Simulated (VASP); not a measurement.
OSZICAR of a VASP run on CoSi2 (fluorite):

### OSZICAR
```
       N       E                     dE             d eps       ncg     rms          rms(c)
DAV:   1     0.709416094807E+02    0.70942E+02   -0.69759E+03  1128   0.133E+03
DAV:   2    -0.179772818571E+02   -0.88919E+02   -0.83324E+02  1140   0.256E+02
DAV:   3    -0.224857258775E+02   -0.45084E+01   -0.43162E+01  1452   0.673E+01
DAV:   4    -0.225890694582E+02   -0.10334E+00   -0.10284E+00  1376   0.974E+00
DAV:   5    -0.225922002945E+02   -0.31308E-02   -0.31292E-02  1496   0.174E+00    0.158E+01
DAV:   6    -0.258343894567E+02   -0.32422E+01   -0.42109E+01  1400   0.140E+02    0.170E+01
DAV:   7    -0.210093352465E+02    0.48251E+01   -0.17438E+01  1492   0.109E+02    0.390E+00
DAV:   8    -0.210056200543E+02    0.37152E-02   -0.98170E-01  1296   0.802E+00    0.183E+00
DAV:   9    -0.209700153588E+02    0.35605E-01   -0.10805E-01  1440   0.698E+00    0.438E-01
DAV:  10    -0.209695261015E+02    0.48926E-03   -0.70513E-03  1552   0.117E+00    0.102E-01
DAV:  11    -0.209693842224E+02    0.14188E-03   -0.67053E-04  1576   0.531E-01    0.470E-02
DAV:  12    -0.209693923926E+02   -0.81702E-05   -0.32642E-05  1288   0.623E-02    0.202E-02
DAV:  13    -0.209693916626E+02    0.72994E-06   -0.33444E-06  1404   0.213E-02
   1 F= -.18684791E+02 E0= -.18685152E+02  d E =-.186848E+02
       N       E                     dE             d eps       ncg     rms          rms(c)
DAV:   1    -0.214145580471E+02   -0.44517E+00   -0.70546E+00  1292   0.548E+01    0.746E+00
DAV:   2    -0.226496872367E+02   -0.12351E+01   -0.15575E+01  1368   0.881E+01    0.102E+01
DAV:   3    -0.208286249364E+02    0.18211E+01   -0.71304E+00  1444   0.683E+01    0.125E+00
DAV:   4    -0.208360730636E+02   -0.74481E-02   -0.24562E-01  1184   0.379E+00    0.835E-01
DAV:   5    -0.208276761010E+02    0.83970E-02   -0.17970E-02  1532   0.271E+00    0.233E-01
DAV:   6    -0.208272313325E+02    0.44477E-03   -0.17076E-03  1296   0.379E-01    0.683E-02
DAV:   7    -0.208271983107E+02    0.33022E-04   -0.90893E-05  1604   0.177E-01    0.334E-02
DAV:   8    -0.208271975894E+02    0.72124E-06   -0.11926E-05  1288   0.249E-02    0.101E-02
DAV:   9    -0.208271979977E+02   -0.40827E-06   -0.62163E-07   692   0.156E-02
   2 F= -.18666674E+02 E0= -.18667021E+02  d E =0.181167E-01
       N       E                     dE             d eps       ncg     rms          rms(c)
DAV:   1    -0.211539077010E+02   -0.32671E+00   -0.26250E+00  1232   0.339E+01    0.434E+00
DAV:   2    -0.216877789499E+02   -0.53387E+00   -0.63901E+00  1568   0.576E+01    0.724E+00
DAV:   3    -0.209377810983E+02    0.75000E+00   -0.30769E+00  1436   0.376E+01    0.939E-01
DAV:   4    -0.209351210001E+02    0.26601E-02   -0.52628E-02  1176   0.223E+00    0.481E-01
DAV:   5    -0.209327735934E+02    0.23474E-02   -0.49547E-03  1612   0.144E+00    0.838E-02
DAV:   6    -0.209327445808E+02    0.29013E-04   -0.27737E-04  1264   0.189E-01    0.420E-02
DAV:   7    -0.209327441659E+02    0.41486E-06   -0.14691E-05  1688   0.583E-02    0.176E-02
DAV:   8    -0.209327440729E+02    0.93003E-07   -0.16814E-06   752   0.231E-02
   3 F= -.18697661E+02 E0= -.18698013E+02  d E =-.128709E-01
```

Which electronic solver shows in the log?

It is blocked Davidson (ALGO = Normal, or the opening steps of other solvers). The INCAR had ALGO = Normal.

How was spin treated?

Without spin polarisation: there is no mag entry.

Can the final energy be trusted as converged?

The run converged. It stopped with EDIFF = 1E-6, NELM = 100, NSW = 40 and EDIFFG = -0.02 after 3 ionic steps (PBEsol GGA, plane waves, VASP's PBE PAW potentials (set 64)). Energy and stress use the plane-wave basis of the starting cell.

The compound is CoSi2 in the fluorite structure. This run relaxes it under an external pressure of 10 GPa. Symmetry was kept, so distortions that lower it aren't found. The run is not spin-polarised, so no magnetic state was tried. The electron count is odd and the run is not spin-polarised, which forces a metal.
